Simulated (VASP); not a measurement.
Calculation: r2SCAN+rVV10, VASP's PBE PAW potentials (set 64) (plane waves; VASP 6.6.1).

A VASP calculation is set up with these files.

KPOINTS:
```
Automatic mesh
0
Gamma
6 6 6
0 0 0
```

KPOINTS_OPT:
```
k-points along high-symmetry lines
6
Line-mode
Reciprocal
  0.000000   0.000000   0.000000 ! GAMMA
  0.000000   0.500000   0.000000 ! X

  0.000000   0.500000   0.000000 ! X
  0.500000   0.500000   0.000000 ! M

  0.500000   0.500000   0.000000 ! M
  0.000000   0.000000   0.000000 ! GAMMA

  0.000000   0.000000   0.000000 ! GAMMA
  0.000000   0.000000   0.500000 ! Z

  0.000000   0.000000   0.500000 ! Z
  0.000000   0.500000   0.500000 ! R

  0.000000   0.500000   0.500000 ! R
  0.500000   0.500000   0.500000 ! A

  0.500000   0.500000   0.500000 ! A
  0.000000   0.000000   0.500000 ! Z

  0.000000   0.500000   0.000000 ! X
  0.000000   0.500000   0.500000 ! R

  0.500000   0.500000   0.000000 ! M
  0.500000   0.500000   0.500000 ! A
```

INCAR:
```
SYSTEM  =  BaTiO3
PREC  =  Accurate; ENCUT  =  520; LREAL  =  .FALSE.
LASPH  =  .TRUE.
EDIFF  =  1E-7; NELM  =  100; ALGO  =  Normal
LMAXMIX  =  4; LMIXTAU  =  .TRUE.
ISMEAR  =  -5
METAGGA  =  R2SCAN; LUSE_VDW  =  .TRUE.; BPARAM  =  11.95
CPARAM  =  0.0093
ISIF  =  2
LWAVE  =  .FALSE.; LCHARG  =  .FALSE.; LORBIT  =  11
NEDOS  =  601
LEFG  =  .TRUE.
```

**POSCAR**
```
BaTiO3
1
    3.9819470722     0.0000000000     0.0000000000
    0.0000000000     3.9819470722     0.0000000000
    0.0000000000     0.0000000000     4.0827152145
Ba Ti O
1 1 3
Direct
  0.0000000000   0.0000000000   0.0025016261
  0.5000000000   0.5000000000   0.5191471559
  0.5000000000   0.5000000000   0.9715703452
  0.0000000000   0.5000000000   0.4853904364
  0.5000000000   0.0000000000   0.4853904364
```

POTCAR, in this order: Ba_sv Ti_sv O (PBE.64 set). Program: vasp_std.

The run wrote:

**OSZICAR**
```
       N       E                     dE             d eps       ncg     rms          rms(c)
DAV:   1     0.427884898776E+03    0.42788E+03   -0.21933E+04  1920   0.186E+03
DAV:   2    -0.490534569273E+02   -0.47694E+03   -0.46883E+03  2408   0.504E+02
DAV:   3    -0.938828879294E+02   -0.44829E+02   -0.44777E+02  2856   0.150E+02
DAV:   4    -0.960302991080E+02   -0.21474E+01   -0.21462E+01  2768   0.289E+01
DAV:   5    -0.961165166926E+02   -0.86218E-01   -0.86214E-01  2688   0.414E+00    0.238E+01
DAV:   6    -0.739663483141E+02    0.22150E+02   -0.50808E+01  2904   0.804E+01    0.738E+00
DAV:   7    -0.725386506875E+02    0.14277E+01   -0.51006E+00  2264   0.155E+01    0.444E+00
DAV:   8    -0.757335796704E+02   -0.31949E+01   -0.18934E+00  2392   0.118E+01    0.215E+00
DAV:   9    -0.730983365119E+02    0.26352E+01   -0.13983E+00  2064   0.952E+00    0.926E-01
DAV:  10    -0.733419209042E+02   -0.24358E+00   -0.27517E-01  2520   0.430E+00    0.582E-01
DAV:  11    -0.729610612516E+02    0.38086E+00   -0.18724E-01  2128   0.389E+00    0.394E-01
DAV:  12    -0.733300987081E+02   -0.36904E+00   -0.17613E-01  2032   0.368E+00    0.148E-01
DAV:  13    -0.733449221488E+02   -0.14823E-01   -0.81627E-03  2208   0.944E-01    0.766E-02
DAV:  14    -0.733444912414E+02    0.43091E-03   -0.19200E-03  2552   0.438E-01    0.573E-02
DAV:  15    -0.733460896006E+02   -0.15984E-02   -0.50528E-04  2088   0.232E-01    0.373E-02
DAV:  16    -0.733462256812E+02   -0.13608E-03   -0.14558E-04  2880   0.964E-02    0.126E-02
DAV:  17    -0.733462637816E+02   -0.38100E-04   -0.36242E-05  2304   0.664E-02    0.154E-02
DAV:  18    -0.733462627764E+02    0.10051E-05   -0.15386E-06  2768   0.123E-02    0.123E-02
DAV:  19    -0.733462563719E+02    0.64046E-05   -0.22020E-05  1968   0.502E-02    0.601E-03
DAV:  20    -0.733462691311E+02   -0.12759E-04   -0.90680E-06  1968   0.329E-02    0.138E-03
DAV:  21    -0.733462697211E+02   -0.58999E-06   -0.69999E-07  2304   0.790E-03    0.451E-04
DAV:  22    -0.733462697912E+02   -0.70068E-07   -0.11830E-07  1088   0.395E-03
   1 F= -.73346270E+02 E0= -.73346270E+02  d E =0.000000E+00
       N       E                     dE             ncg
       N       E                     dE             ncg
```

**OUTCAR**
```
------------------------ aborting loop because EDIFF is reached ----------------------------------------
  FORCE on cell =-STRESS in cart. coord.  units (eV):
  Direction    XX          YY          ZZ          XY          YZ          ZX
  --------------------------------------------------------------------------------------
  Total        0.0306432      0.0306432     -0.0124696      0.0000000      0.0000000      0.0000000
  in kB        0.7584114      0.7584114     -0.3086204      0.0000000      0.0000000      0.0000000
  external PRESSURE =       0.4027342 kB  Pullay stress =       0.0000000 kB
  volume of cell :       64.74
      direct lattice vectors                 reciprocal lattice vectors
     3.981947072  0.000000000  0.000000000     0.251133423  0.000000000  0.000000000
     0.000000000  3.981947072  0.000000000     0.000000000  0.251133423  0.000000000
     0.000000000  0.000000000  4.082715215     0.000000000  0.000000000  0.244935036
 POSITION                                       TOTAL-FORCE (eV/Angst)
 -----------------------------------------------------------------------------------
      0.00000      0.00000      0.01021        -0.000000      0.000000     -0.009613
      1.99097      1.99097      2.11953         0.000000     -0.000000     -0.002847
      1.99097      1.99097      3.96665         0.000000     -0.000000      0.018734
      0.00000      1.99097      1.98171         0.000000      0.000000     -0.003137
      1.99097      0.00000      1.98171         0.000000      0.000000     -0.003137
 -----------------------------------------------------------------------------------
    total drift:                                0.000000      0.000000      0.009717
  FREE ENERGIE OF THE ION-ELECTRON SYSTEM (eV)
  ---------------------------------------------------
  free  energy   TOTEN  =       -73.3462697912 eV

  energy  without entropy=      -73.3462697912  energy(sigma->0) =      -73.34626979

 total charge

# of ion       s       p       d       tot
------------------------------------------
    1        2.017   5.663   0.301   7.982
    2        2.213   6.271   1.681  10.166
    3        1.571   3.492   0.000   5.064
    4        1.567   3.496   0.000   5.063
    5        1.567   3.496   0.000   5.063
--------------------------------------------------
tot          8.935  22.419   1.983  33.337

 Electric field gradients after diagonalization (V/A^2)
 (convention: |V_zz| > |V_xx| > |V_yy|)
----------------------------------------------------------------------
 ion       V_xx      V_yy      V_zz     asymmetry (V_yy - V_xx)/ V_zz
----------------------------------------------------------------------
   1       3.056     3.056    -6.113       0.000
   2      -6.945    -6.945    13.890       0.000
   3     -10.519   -10.519    21.038       0.000
   4     -17.082   -11.901    28.983       0.179
   5     -17.082   -11.901    28.983       0.179
```
(Selected blocks of OUTCAR.)

The compound is BaTiO3 in the tetragonal perovskite structure. It was relaxed first.
